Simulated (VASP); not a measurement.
All values below come from PBEsol GGA, VASP's PBE PAW potentials (set 64) (plane waves; VASP 6.6.1).

VASP input:

INCAR:
```
LWAVE = .FALSE.
LCHARG = .FALSE.
ISMEAR = 0   ! Gaussian
PREC = Accurate
SIGMA = 0.05
SYSTEM = AlN
LREAL = .FALSE.
LORBIT = 11   ! lm-projected
ALGO = Normal
LASPH = .TRUE.
NELM = 100
EDIFF = 1E-7   ! SCF stop (eV)
ICHARG = 11   ! fixed density
GGA = PS
ENCUT = 520   ! plane-wave cut-off (eV)
```

File KPOINTS:
```
k-points along high-symmetry lines
15
Line-mode
Reciprocal
  0.000000   0.000000   0.000000 ! GAMMA
 -0.500000  -0.500000   0.000000 ! X

 -0.500000  -0.500000   0.000000 ! X
 -0.375000  -0.375000   0.250000 ! U

 -0.375000   0.000000   0.375000 ! K
  0.000000   0.000000   0.000000 ! GAMMA

  0.000000   0.000000   0.000000 ! GAMMA
  0.000000   0.000000   0.500000 ! L

  0.000000   0.000000   0.500000 ! L
 -0.500000  -0.250000   0.250000 ! W

 -0.500000  -0.250000   0.250000 ! W
 -0.500000  -0.500000   0.000000 ! X
```

File POSCAR:
```
AlN
1
   -0.0000000000     2.1887524873     2.1887524873
    2.1887524873    -0.0000000000     2.1887524873
    2.1887524873     2.1887524873     0.0000000000
Al N
1 1
Direct
  0.0000000000   0.0000000000   0.0000000000
  0.7500000000   0.7500000000   0.7500000000
```

POTCAR, in this order: Al N (PBE.64 set). Program: vasp_std. Read from the step before: CHGCAR.

Output

File OSZICAR:
```
       N       E                     dE             d eps       ncg     rms          rms(c)
DAV:   1     0.964496160606E+01    0.96450E+01   -0.39779E+03  1464   0.821E+02
DAV:   2    -0.141204299133E+02   -0.23765E+02   -0.22613E+02  1976   0.127E+02
DAV:   3    -0.145816769729E+02   -0.46125E+00   -0.46125E+00  1632   0.230E+01
DAV:   4    -0.145837680671E+02   -0.20911E-02   -0.20911E-02  2256   0.132E+00
DAV:   5    -0.145837720714E+02   -0.40044E-05   -0.40044E-05  1648   0.454E-02
DAV:   6    -0.145837721155E+02   -0.44046E-07   -0.44046E-07  2168   0.365E-03
   1 F= -.14583772E+02 E0= -.14583772E+02  d E =-.615414E-20
```

File OUTCAR:
```
 val. band max:        5.8166103579   @ k =  -0.0268   0.0000   0.0268

 cond. band min:       9.0005224221   @ k =  -0.5000  -0.5000   0.0000



 k-point     1 :       0.0000    0.0000    0.0000
  band No.  band energies     occupation
      1      -9.1036      2.00000
      2       5.8165      2.00000
      3       5.8165      2.00000
      4       5.8165      2.00000
      5       9.8921      0.00000
      6      18.2216      0.00000
      7      18.2216      0.00000
      8      18.2216      0.00000

 k-point     2 :      -0.0357   -0.0357    0.0000
  band No.  band energies     occupation
      1      -9.0784      2.00000
      2       5.6922      2.00000
      3       5.7887      2.00000
      4       5.7887      2.00000
      5      10.0278      0.00000
      6      18.1328      0.00000
      7      18.2586      0.00000
      8      18.2586      0.00000

 k-point     3 :      -0.0714   -0.0714    0.0000
  band No.  band energies     occupation
      1      -9.0032      2.00000
      2       5.3643      2.00000
      3       5.7077      2.00000
      4       5.7077      2.00000
      5      10.3837      0.00000
      6      17.8852      0.00000
      7      18.3671      0.00000
      8      18.3671      0.00000

 k-point     4 :      -0.1071   -0.1071    0.0000
  band No.  band energies     occupation
      1      -8.8794      2.00000
      2       4.9181      2.00000
      3       5.5807      2.00000
      4       5.5807      2.00000
      5      10.8542      0.00000
      6      17.5251      0.00000
      7      18.5403      0.00000
      8      18.5403      0.00000

 k-point     5 :      -0.1429   -0.1429    0.0000
  band No.  band energies     occupation
      1      -8.7098      2.00000
      2       4.4191      2.00000
      3       5.4179      2.00000
      4       5.4179      2.00000
      5      11.3313      0.00000
      6      17.1079      0.00000
      7      18.7683      0.00000
      8      18.7684      0.00000
...
```

The density is held fixed in this step, so its total energy and stress have no physical meaning.

The structure comes from a computed database's AlN entry (F-43m); how it stands against other phases isn't given here. It was relaxed first.
